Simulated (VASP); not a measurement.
# Ba2SeO with PBE: from relaxation to properties, part 5 of 5

Wanted: the relaxed cell of Ba2SeO and its properties. The cell is invented: it takes the structure of COD entry 9008673, MgSe (space group 225 there), with some of its atoms replaced by other elements, volume scaled by an estimate. It may not be a known or stable phase. The atoms of the start are displaced at random from the sites of a P4/mmm cell.

VASP 6.6.1; PBE; plane waves and PAW (Ba_sv, Se, O); invented cell.

So far, gap on the k-mesh (eV): step 3 (relaxing cell and atoms (PBE)) 2.08; step 7 (total and projected DOS (PBE)) 2.09.

### Step 9. Electric field gradients (PBE)

Field gradients probe how far the charge around each nucleus departs from cubic symmetry; LASPH keeps the non-spherical terms inside the spheres.

File INCAR:

```
SYSTEM = Ba2SeO
PREC = Accurate
ENCUT = 520
EDIFF = 1E-07
NELM = 100
ISMEAR = 0
SIGMA = 0.05
LREAL = .FALSE.
ALGO = Normal
GGA = PE
NBANDS = 22
LORBIT = 11
LWAVE = .FALSE.
LCHARG = .FALSE.
KPAR = 2
LEFG = .TRUE.
LASPH = .TRUE.
```

File POSCAR:

```
Ba2SeO
1.0
    4.7404832200      0.0000000000      0.0000000000
    0.0000000000      4.4389628300      0.0000000000
   -0.0735353900      0.0000000000      6.5383073500
Ba Se O
2 1 1
Direct
    0.4996762360      0.5000000000      0.4370531020
    0.1262429400      0.0000000000      0.9948535090
    0.9963588130      0.0000000000      0.5017322050
    0.3825050120      0.5000000000      0.0670541840
```

File KPOINTS:

```
Automatic mesh
0
Gamma
4 5 3
0 0 0
```

Potentials, in the order of the species: Ba_sv, Se and O (PBE family, release 64).

Launch:

```
$ mpirun -np 2 vasp_std
```

The program printed:

```text
[... set-up lines as in an earlier step ...]
 entering main loop
       N       E                     dE             d eps       ncg     rms          rms(c)
[... 1 cycle as in an earlier step ...]
DAV:   2    -0.681451282486E+01   -0.22630E+03   -0.21486E+03  1252   0.244E+02
[... 3 cycles as in an earlier step ...]
DAV:   6    -0.210294917527E+02    0.39848E+01   -0.22388E+01  1082   0.217E+01    0.744E+00
DAV:   7    -0.207771255382E+02    0.25237E+00   -0.24503E+00  1152   0.897E+00    0.309E+00
DAV:   8    -0.207181210746E+02    0.59004E-01   -0.31401E-01  1158   0.376E+00    0.816E-01
DAV:   9    -0.207355309227E+02   -0.17410E-01   -0.40156E-02  1290   0.117E+00    0.279E-01
DAV:  10    -0.207415762679E+02   -0.60453E-02   -0.79304E-03  1216   0.577E-01    0.177E-01
DAV:  11    -0.207428069680E+02   -0.12307E-02   -0.50923E-03  1232   0.377E-01    0.804E-02
DAV:  12    -0.207430404540E+02   -0.23349E-03   -0.89109E-04  1170   0.201E-01    0.240E-02
DAV:  13    -0.207430550022E+02   -0.14548E-04   -0.14742E-04  1176   0.668E-02    0.172E-02
DAV:  14    -0.207430643809E+02   -0.93787E-05   -0.12254E-04  1134   0.586E-02    0.177E-02
DAV:  15    -0.207430585346E+02    0.58462E-05   -0.31283E-05  1170   0.331E-02    0.277E-03
DAV:  16    -0.207430588627E+02   -0.32810E-06   -0.34436E-06  1148   0.883E-03    0.132E-03
DAV:  17    -0.207430588495E+02    0.13196E-07   -0.22723E-07  1008   0.303E-03
ion   1
     0.0000000     0.0000000     0.0000000    -0.0469304     0.6942132     0.3167470
     0.0000600     0.0000000     0.0000000    -0.0469304     0.6942132     0.3167470
     0.0000826     0.0000000     0.0000000    -0.0469303     0.6942132     0.3167470
     0.0001137     0.0000000     0.0000000    -0.0469303     0.6942132     0.3167470
     0.0001566     0.0000000     0.0000000    -0.0469303     0.6942132     0.3167470

     0.0000000     0.0000000     0.0000000   -24.6040076    50.5451589    32.0863467
     0.0000600     0.0000000     0.0000000   -24.5927250    50.5337415    32.0776898
     0.0000826     0.0000000     0.0000000   -24.5867184    50.5279973    32.0732532
     0.0001137     0.0000000     0.0000000   -24.5771574    50.5190556    32.0662952
     0.0001566     0.0000000     0.0000000   -24.5619998    50.5052028    32.0554305

ion   2
     0.0000000     0.0000000     0.0000000     0.0413703     0.4284131    -1.5185716
     0.0000600     0.0000000     0.0000000     0.0413703     0.4284131    -1.5185716
     0.0000826     0.0000000     0.0000000     0.0413702     0.4284131    -1.5185716
     0.0001137     0.0000000     0.0000000     0.0413702     0.4284131    -1.5185716
     0.0001566     0.0000000     0.0000000     0.0413702     0.4284131    -1.5185716

     0.0000000     0.0000000     0.0000000    14.5757947    36.7522486  -131.0132353
     0.0000600     0.0000000     0.0000000    14.5700776    36.7439690  -130.9806342
     0.0000826     0.0000000     0.0000000    14.5670775    36.7398187  -130.9640730
     0.0001137     0.0000000     0.0000000    14.5623283    36.7333681  -130.9381918
     0.0001566     0.0000000     0.0000000    14.5548412    36.7233905  -130.8979291

ion   3
     0.0000000     0.0000000     0.0000000    -0.3555220    -0.0256303    -0.4283413
     0.0000499     0.0000000     0.0000000    -0.3555220    -0.0256303    -0.4283413
     0.0000687     0.0000000     0.0000000    -0.3555220    -0.0256303    -0.4283413
     0.0000946     0.0000000     0.0000000    -0.3555220    -0.0256303    -0.4283413
     0.0001302     0.0000000     0.0000000    -0.3555220    -0.0256303    -0.4283413

     0.0000000     0.0000000     0.0000000   -16.3570001    -2.9318891   -25.6144900
     0.0000499     0.0000000     0.0000000   -16.3563050    -2.9317701   -25.6134178
     0.0000687     0.0000000     0.0000000   -16.3559155    -2.9317041   -25.6128193
     0.0000946     0.0000000     0.0000000   -16.3552843    -2.9315977   -25.6118507
     0.0001302     0.0000000     0.0000000   -16.3542667    -2.9314268   -25.6102913

ion   4
     0.0000000     0.0000000     0.0000000     2.6089391     6.0295358    -2.7027833
     0.0000293     0.0000000     0.0000000     2.6089391     6.0295358    -2.7027833
     0.0000403     0.0000000     0.0000000     2.6089390     6.0295357    -2.7027833
     0.0000555     0.0000000     0.0000000     2.6089390     6.0295356    -2.7027833
     0.0000765     0.0000000     0.0000000     2.6089389     6.0295355    -2.7027832

     0.0000000     0.0000000     0.0000000     7.3720140    16.3606114    -6.7380539
     0.0000293     0.0000000     0.0000000     7.3720122    16.3606075    -6.7380523
     0.0000403     0.0000000     0.0000000     7.3720110    16.3606048    -6.7380513
     0.0000555     0.0000000     0.0000000     7.3720089    16.3606004    -6.7380496
     0.0000765     0.0000000     0.0000000     7.3720055    16.3605929    -6.7380466

   1 F= -.20743059E+02 E0= -.20743059E+02  d E =-.577069E-15
```

It took 17 s on 2 MPI ranks of Intel Xeon 6975P-C (Granite Rapids), shared host; peak memory 0.54 GiB; 32 s of CPU time.

OUTCAR, selected parts (step 9):

```text
   NELECT =      32.0000    total number of electrons

 E-fermi :   0.9273

 k-point     1 :       0.0000    0.0000    0.0000
  band No.  band energies     occupation
    ...
     12      -0.1223      2.00000
     13      -0.0496      2.00000
     14       0.1320      2.00000
     15       0.3168      2.00000
     16       0.6655      2.00000
     17       2.7501      0.00000
     18       3.1792      0.00000
     19       5.1241      0.00000
     20       5.1272      0.00000
     21       5.3587      0.00000
    ...

  Total       -0.0069910     -0.0129349      0.0008861      0.0000000      0.0000000     -0.0004197
  in kB       -0.0814104     -0.1506274      0.0103190      0.0000000      0.0000000     -0.0048871
  external PRESSURE =      -0.0739063 kB  Pullay stress =       0.0000000 kB

 POSITION                                       TOTAL-FORCE (eV/Angst)
 -----------------------------------------------------------------------------------
      2.33657      2.21948      2.85759        -0.000094      0.000000     -0.002969
      0.52530      0.00000      6.50466        -0.003382      0.000000     -0.000983
      4.68633      0.00000      3.28048         0.000523      0.000000      0.002147
      1.80833      2.21948      0.43842         0.002953      0.000000      0.001805
 -----------------------------------------------------------------------------------
    total drift:                               -0.000063      0.000000      0.000262

  FREE ENERGIE OF THE ION-ELECTRON SYSTEM (eV)
  ---------------------------------------------------
  free  energy   TOTEN  =       -20.7430588495 eV

  energy  without entropy=      -20.7430588495  energy(sigma->0) =      -20.74305885

 Electric field gradients after diagonalization (V/A^2)
 (convention: |V_zz| > |V_xx| > |V_yy|)
----------------------------------------------------------------------
 ion       V_xx      V_yy      V_zz     asymmetry (V_yy - V_xx)/ V_zz
----------------------------------------------------------------------
   1      58.832    19.164   -77.996       0.509
   2    -132.912   -27.331   160.243       0.659
   3      22.675    15.640   -38.314       0.184
   4     -18.508    -2.069    20.577       0.799
----------------------------------------------------------------------

[... 8 parts as in an earlier step ...]

[... 9 further parts left out ...]
```

Numbers from this step:

```
SCF cycles           : 17
irreducible k-points : 21
Fermi energy         : 0.9273 eV
pressure             : -0.007391 GPa
```

Electric field gradients, by row:

| atom | Vxx (V/Å²) | Vyy (V/Å²) | Vzz (V/Å²) | asymmetry |
| --- | --- | --- | --- | --- |
| Ba1 | 58.83 | 19.16 | -78 | 0.509 |
| Ba2 | -132.9 | -27.33 | 160.2 | 0.659 |
| Se3 | 22.68 | 15.64 | -38.31 | 0.184 |
| O4 | -18.51 | -2.069 | 20.58 | 0.799 |

The largest gradient, 160.24 V/Å², sits on Ba2; times the quadrupole moment of a nucleus that has one, it gives the coupling that NMR and NQR see.

### Step 10. Summary of results

```yaml
relaxed_volume: 34.40 Å³/atom
relaxed_conventional_cell_a_b_c: 4.740, 4.439, 6.539 Å; angles 90.0, 90.6, 90.0°
space_group_after_relaxing_within_0p02_a: Pm (No. 6)
band_gap: 2.08 eV, direct
gap_among_the_points_of_the_dos_mesh_alone_an_upper_bound: 2.09 eV
largest_field_gradient_vzz: 160.24 V/Å² on Ba2
```

**Reading.** With PBE, Ba2SeO relaxes to 34.40 Å³/atom in space group Pm and has a direct gap of 2.08 eV. Bands along the symmetry lines (PBE): The path shows a direct gap of 2.08 eV (valence top at Γ, conduction bottom at Γ). Response to an electric field (PBE): The principal values of the electronic dielectric tensor with local fields are 4.09, 4.42 and 4.49. Response to an electric field (PBE): Mean Born effective charge: Ba1 2.33, Ba2 2.46, Se3 -2.35, O4 -2.44 e. Spin-orbit coupling is left out, and with elements this heavy it would split and shift bands near the edges, and it can change the kind of a small gap. No search among competing phases was made. All values are for a static lattice at zero temperature.

[Lines on the potential files, build, host, timing and source positions are cut from VASP's logs without a mark.]

[Logs are printed without paths, hosts, clocks, repeated set-up lines and the standing remarks that a program may print on its own settings, such as how far it seeks lower states.]

[Hosts, paths, dates, database ids (printed as entryN), source tags and the programs' standing remarks are cut or masked in the printed files.]

[A measured line is paired with the nearest computed mode of its activity, which favours agreement.]
